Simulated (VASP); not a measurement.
Calculation: rev-vdW-DF2, VASP's PBE PAW potentials (set 64) (plane waves; VASP).

VASP ran on this input.

**KPOINTS**
```
Automatic
0
gamma
 13 13 9
```

File POSCAR:
```
TiAl
1
    2.8675275166     0.0000000000     0.0000000000
    0.0000000000     2.8675275166     0.0000000000
    0.0000000000     0.0000000000     4.1258738195
Ti Al
1 1
Direct
  0.0000000000   0.0000000000   0.0000000000
  0.5000000000   0.5000000000   0.5000000000
```

INCAR:
```
SYSTEM = TiAl
PREC = Accurate
ENCUT = 520
EDIFF = 1E-7
NELM = 100
ALGO = Normal
LREAL = .FALSE.
LASPH = .TRUE.
ISMEAR = 1
SIGMA = 0.1
GGA = MK
PARAM1 = 0.1234568
PARAM2 = 0.7114
ZAB_VDW = -1.8867
LUSE_VDW = .TRUE.
AGGAC = 0.0
LMAXMIX = 4
LWAVE = .FALSE.
LCHARG = .FALSE.
ISIF = 4
IBRION = 2
NSW = 30
EDIFFG = -0.01
```

POTCAR, in this order: Ti_sv Al (PBE.64 set). Program: vasp_std.

Task: What will the output report for the number of irreducible k-points (NKPTS), largest plane-wave count, number of space-group operations, FFT grid (NGX, NGY, NGZ)?

Result: 
```
Quantity                                       Value
--------------------------------------  ------------
number of irreducible k-points (NKPTS)           140
largest plane-wave count                         933
number of space-group operations                  16
FFT grid (NGX, NGY, NGZ)                24 × 24 × 32
```

The compound is TiAl in the L1_0 structure. This cell is one point of a volume scan, at 1.06 of the reference volume. Symmetry was kept, so distortions that lower it aren't found. The electron count is odd and the run is not spin-polarised, which forces a metal.
